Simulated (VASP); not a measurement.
All values below come from PBE GGA with spin-orbit coupling, VASP's PBE PAW potentials (set 64) (plane waves; VASP).

A VASP calculation is set up with these files.

INCAR:
```
# general
SYSTEM    =CdF2
PREC      =Accurate
ENCUT     =520
LREAL     =.FALSE.
LASPH     =.TRUE.

# electronic loop
EDIFF     =1E-6
NELM      =100
ALGO      =Normal
LMAXMIX   =4

# smearing
ISMEAR    =0
SIGMA     =0.05

# functional
GGA       =PE
GGA_COMPAT=.FALSE.

# spin
MAGMOM    =9*0
LSORBIT   =.TRUE.

# output
LWAVE     =.FALSE.
LCHARG    =.FALSE.
```

File POSCAR:
```
CdF2
1
    0.0000000000     2.7463675876     2.7463675876
    2.7463675876     0.0000000000     2.7463675876
    2.7463675876     2.7463675876     0.0000000000
Cd F
1 2
Direct
  0.0000000000   1.0000000000   0.0000000000
  0.2500000000   0.2500000000   0.2500000000
  0.7500000000   0.7500000000   0.7500000000
```

File KPOINTS:
```
Automatic mesh
0
Gamma
6 6 6
0 0 0
```

**KPOINTS_OPT**
```
k-points along high-symmetry lines
8
Line-mode
Reciprocal
  0.000000   0.000000   0.000000 ! GAMMA
  0.500000   0.000000   0.500000 ! X

  0.500000   0.000000   0.500000 ! X
  0.625000   0.250000   0.625000 ! U

  0.375000   0.375000   0.750000 ! K
  0.000000   0.000000   0.000000 ! GAMMA

  0.000000   0.000000   0.000000 ! GAMMA
  0.500000   0.500000   0.500000 ! L

  0.500000   0.500000   0.500000 ! L
  0.500000   0.250000   0.750000 ! W

  0.500000   0.250000   0.750000 ! W
  0.500000   0.000000   0.500000 ! X
```

POTCAR, in this order: Cd F (PBE.64 set). Program: vasp_ncl.

The resulting files:

File OSZICAR:
```
       N       E                     dE             d eps       ncg     rms          rms(c)
DAV:   1     0.229111421646E+03    0.22911E+03   -0.15024E+04  1112   0.155E+03
DAV:   2     0.104515018588E+01   -0.22807E+03   -0.21966E+03  1182   0.412E+02
DAV:   3    -0.126170235616E+02   -0.13662E+02   -0.13586E+02  1184   0.110E+02
DAV:   4    -0.127210174447E+02   -0.10399E+00   -0.10392E+00  1184   0.995E+00
DAV:   5    -0.127214100278E+02   -0.39258E-03   -0.39257E-03  1158   0.579E-01    0.987E+00
DAV:   6    -0.108950287138E+02    0.18264E+01   -0.48709E+00  1514   0.479E+01    0.703E+00
DAV:   7    -0.109487219157E+02   -0.53693E-01   -0.10453E+00  1102   0.110E+01    0.409E+00
DAV:   8    -0.109410112011E+02    0.77107E-02   -0.17796E-01  1152   0.455E+00    0.913E-01
DAV:   9    -0.109282419304E+02    0.12769E-01   -0.37053E-02  1326   0.280E+00    0.221E-01
DAV:  10    -0.109287419990E+02   -0.50007E-03   -0.38537E-03  1102   0.648E-01    0.122E-01
DAV:  11    -0.109289662751E+02   -0.22428E-03   -0.15255E-04  1120   0.186E-01    0.463E-02
DAV:  12    -0.109290324864E+02   -0.66211E-04   -0.63747E-05  1128   0.920E-02    0.240E-02
DAV:  13    -0.109290285854E+02    0.39011E-05   -0.14818E-05  1214   0.479E-02    0.566E-03
DAV:  14    -0.109290295889E+02   -0.10035E-05   -0.35528E-06  1146   0.190E-02    0.295E-03
DAV:  15    -0.109290297666E+02   -0.17770E-06   -0.43395E-07   780   0.514E-03
   1 F= -.10929030E+02 E0= -.10929030E+02  d E =-.133448E-19  mag=     0.0000     0.0000    -0.0000
       N       E                     dE             ncg
       N       E                     dE             ncg
       N       E                     dE             ncg
```

### OUTCAR
```
------------------------ aborting loop because EDIFF is reached ----------------------------------------
  FORCE on cell =-STRESS in cart. coord.  units (eV):
  Direction    XX          YY          ZZ          XY          YZ          ZX
  --------------------------------------------------------------------------------------
  Total       -0.0120363     -0.0120363     -0.0120363      0.0000000      0.0000000     -0.0000000
  in kB       -0.4654753     -0.4654753     -0.4654753      0.0000000      0.0000000     -0.0000000
  external PRESSURE =      -0.4654753 kB  Pullay stress =       0.0000000 kB
  volume of cell :       41.43
      direct lattice vectors                 reciprocal lattice vectors
     0.000000000  2.746367588  2.746367588    -0.182058659  0.182058659  0.182058659
     2.746367588  0.000000000  2.746367588     0.182058659 -0.182058659  0.182058659
     2.746367588  2.746367588  0.000000000     0.182058659  0.182058659 -0.182058659
 POSITION                                       TOTAL-FORCE (eV/Angst)
 -----------------------------------------------------------------------------------
      0.00000      0.00000      0.00000         0.000000     -0.000000      0.000000
      1.37318      1.37318      1.37318        -0.000000     -0.000000     -0.000000
      4.11955      4.11955      4.11955         0.000000      0.000000      0.000000
 -----------------------------------------------------------------------------------
    total drift:                                0.000000      0.000000      0.000000
  FREE ENERGIE OF THE ION-ELECTRON SYSTEM (eV)
  ---------------------------------------------------
  free  energy   TOTEN  =       -10.9290297666 eV

  energy  without entropy=      -10.9290297666  energy(sigma->0) =      -10.92902977

 Ion:    1  E_soc:     -0.0450910

 Ion:    2  E_soc:     -0.0005445

 Ion:    3  E_soc:     -0.0005445
```
(Selected blocks of OUTCAR.)

**OUTCAR**
```
 val. band max:       -1.7420156969   @ k =  -0.3333   0.5000   0.1667

 cond. band min:       1.1363854569   @ k =   0.0000   0.0000   0.0000


 Fermi energy:        -1.4285479240

 k-point     1 :       0.0000    0.0000    0.0000
  band No.  band energies     occupation
      1     -22.2318      1.00000
      2     -22.2318      1.00000
      3     -21.2773      1.00000
      4     -21.2773      1.00000
      5      -7.3668      1.00000
      6      -7.3668      1.00000
      7      -7.3668      1.00000
      8      -7.3668      1.00000
      9      -7.0122      1.00000
     10      -7.0122      1.00000
     11      -6.1623      1.00000
     12      -6.1623      1.00000
     13      -6.1623      1.00000
     14      -6.1623      1.00000
     15      -2.6169      1.00000
     16      -2.6169      1.00000
     17      -2.5367      1.00000
     18      -2.5367      1.00000
     19      -2.5367      1.00000
     20      -2.5367      1.00000
     21      -2.3149      1.00000
     22      -2.3149      1.00000
     23      -2.3149      1.00000
     24      -2.3149      1.00000
     25      -2.2253      1.00000
     26      -2.2253      1.00000
     27       1.1364      0.00000
     28       1.1364      0.00000
     29      10.3043      0.00000
     30      10.3043      0.00000
     31      10.8753      0.00000
     32      10.8753      0.00000
     33      10.8753      0.00000
     34      10.8753      0.00000

 k-point     2 :       0.1667    0.0000    0.0000
  band No.  band energies     occupation
      1     -22.1563      1.00000
      2     -22.1563      1.00000
      3     -21.3434      1.00000
      4     -21.3434      1.00000
      5      -7.3084      1.00000
      6      -7.3084      1.00000
      7      -7.1887      1.00000
      8      -7.1887      1.00000
      9      -6.8608      1.00000
     10      -6.8608      1.00000
     11      -6.1839      1.00000
     12      -6.1839      1.00000
     13      -6.1503      1.00000
     14      -6.1503      1.00000
...
```

The compound is CdF2 in the fluorite structure. It was relaxed first, which changed the volume by +6 %.
